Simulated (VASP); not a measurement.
Input:

```
WSi2
1.0
   -1.58068     1.58068     3.83627
    1.58068    -1.58068     3.83627
    1.58068     1.58068    -3.83627
Si W
2 1
Direct
  0.33499   0.33499   0.00000
  0.66501   0.66501   0.00000
  0.00000   0.00000   0.00000
```

Calculation: PBE GGA, VASP's PBE PAW potentials (set 64) (plane waves; VASP). Numerical set-up: 300 eV cut-off, 10×10×10 Γ-centred mesh, first-order Methfessel-Paxton smearing of 0.10 eV, potentials Si W_sv.

At this cut-off the stress carries a Pulay error, which pulls relaxed volumes low. Unless said otherwise, spin-orbit coupling is left out, though it shifts the bands of the heavy elements here.

Problem. Predict the energy per atom (σ→0), pressure, largest force, band gap (on the k-mesh) with the smallest direct gap where there is one.

Solution. 
The band gap (on the k-mesh) comes out as none (metal, semimetal or under 0.01 eV). The energy per atom (σ→0) comes out as -8.216 eV/atom, the pressure is 17.05 GPa and the largest force is 0.00459 Ha/bohr.

The absolute energy has meaning only against runs of the same code, potentials and settings.

The structure comes from a computed database's Si2W entry; how it stands against other phases isn't given here. The cell was not relaxed at this level.
